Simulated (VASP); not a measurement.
A VASP calculation is set up with these files.

File POSCAR:
```
PbO
1
    4.0011950402     0.0000000000     0.0000000000
    0.0000000000     4.0011950402    -0.0000000000
    0.0000000000     0.0000000000     4.2294663981
Pb O
2 2
Direct
  0.5000000000   0.0000000000   0.7252457157
  0.0000000000   0.5000000000   0.2747542843
  0.5000000000   0.5000000000   0.0000000000
  0.0000000000   0.0000000000   0.0000000000
```

### INCAR
```
ALGO  =  Normal   # blocked Davidson
LMAXMIX  =  4   # l cut-off of mixed one-centre charges
GGA  =  PE
LWAVE  =  .FALSE.
LREAL  =  .FALSE.   # projection in real space or not
EDIFFG  =  -0.02   # ionic stop
ENCUT  =  620   # plane-wave cut-off (eV)
SIGMA  =  0.05
ISIF  =  3   # ions, shape and volume
PREC  =  Accurate
SYSTEM  =  PbO
LCHARG  =  .FALSE.
PSTRESS  =  100   # kbar
NELM  =  100
LASPH  =  .TRUE.   # aspherical one-centre terms
IBRION  =  2   # conjugate gradients
EDIFF  =  1E-6   # SCF stop (eV)
ISMEAR  =  0   # Gaussian
NSW  =  40
```

### KPOINTS
```
K-points
0
G
 6 6 5
0 0 0
```

POTCAR, in this order: Pb_d O (PBE.64 set). Program: vasp_std.

### Question
Write an equivalent input for Quantum ESPRESSO's pw.x.

### Answer
One equivalent input (not run):
```
&CONTROL
  calculation = 'vc-relax'
  pseudo_dir = './pseudo'
  outdir = './out'
  tprnfor = .true.
  tstress = .true.
  nstep = 40
  forc_conv_thr = 0.00078
/
&SYSTEM
  ibrav = 0
  nat = 4
  ntyp = 2
  ecutwfc = 84
  occupations = 'smearing'
  smearing = 'gaussian'
  degauss = 0.003675
  input_dft = 'pbe'
/
&ELECTRONS
  conv_thr = 7.3e-08
  electron_maxstep = 100
/
&IONS
/
&CELL
  press = 100
/
ATOMIC_SPECIES
  Pb 207.200 Pb.upf
  O 15.999 O.upf
CELL_PARAMETERS angstrom
     4.0011950    0.0000000    0.0000000
     0.0000000    4.0011950   -0.0000000
     0.0000000    0.0000000    4.2294664
ATOMIC_POSITIONS crystal
  Pb   0.5000000  0.0000000  0.7252457
  Pb   0.0000000  0.5000000  0.2747543
  O    0.5000000  0.5000000  0.0000000
  O    0.0000000  0.0000000  0.0000000
K_POINTS automatic
  6 6 5 0 0 0
```
The two are equivalent in intent, not identical: the potentials are each code's own (VASP's PAW set, PseudoDojo norm-conserving files in pw.x), so ENCUT and ecutwfc are chosen apart and not converted; conv_thr bounds pw.x's estimated SCF error, while EDIFF bounds the energy change between steps; forc_conv_thr acts on force components and is met together with etot_conv_thr.

The compound is PbO in the litharge structure. It was relaxed first under an external pressure of 10 GPa.
